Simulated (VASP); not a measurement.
Input:

```xyz
4
Lattice="2.1013 -5.8314 0.0000 2.1013 5.8314 0.0000 0.0000 0.0000 4.3654" Properties=species:S:1:pos:R:3 pbc="T T T"
Pb     2.1013    -1.4626     3.2740
Pb     2.1013     1.4626     1.0913
Se     2.1013    -4.2626     3.2740
Se     2.1013     4.2626     1.0913
```

All values below come from LDA (Ceperley-Alder, Perdew-Zunger), VASP's LDA PAW potentials (set 64) (plane waves; VASP 6.6.1). Numerical set-up: 400 eV cut-off, 6×6×6 Γ-centred mesh, tetrahedra with Blöchl corrections, potentials Pb_d Se.

The cores are frozen, which limits the accuracy of field gradients.

Problem. Give the principal components of the electric field gradient (V/Å²) and the asymmetry η at each nucleus.

Solution. 
```tsv
atom	Vxx	Vyy	Vzz	η
Pb1	88.1	57.1	-145.2	0.21
Pb2	88.1	57.1	-145.2	0.21
Se3	-5.8	-0.8	6.6	0.74
Se4	-5.8	-0.8	6.6	0.74
```

The structure comes from a computed database's PbSe entry (Cmcm); how it stands against other phases isn't given here. It was relaxed first, which changed the volume by -9 %.
